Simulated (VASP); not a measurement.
Given:

```xyz
1
Lattice="-2.2081 2.2081 2.2081 2.2081 -2.2081 2.2081 2.2081 2.2081 -2.2081" Properties=species:S:1:pos:R:3 pbc="T T T"
Eu     0.0000     0.0000     0.0000
```

The numbers are results of PW91 GGA, VASP's PBE PAW potentials (set 64) (plane waves; VASP), not measurements. Settings: 520 eV cut-off, Gaussian smearing of 0.050 eV, potentials Eu_2.

The 4f electrons are frozen in the core of the lanthanide potential, so 4f levels, which can set the real gap, and their magnetism are missing.

**Question.** Give the energies of bands 4 to 7 at the high-symmetry points, in eV from the Fermi level.

**Answer.** 
```json
[
 {"band": "4", "Γ": "-3.81", "H": "-0.52", "N": "-1.14", "P": "0.66"},
 {"band": "5", "Γ": "2.54", "H": "-0.52", "N": "1.09", "P": "0.66"},
 {"band": "6", "Γ": "2.54", "H": "5.37", "N": "1.31", "P": "0.66"},
 {"band": "7", "Γ": "2.54", "H": "5.37", "N": "4.18", "P": "4.46"}
]
```

It has no gap at this level: it comes out as a metal or semimetal.

The compound is Eu in the bcc structure. It was relaxed first, which changed the volume by -10 %.
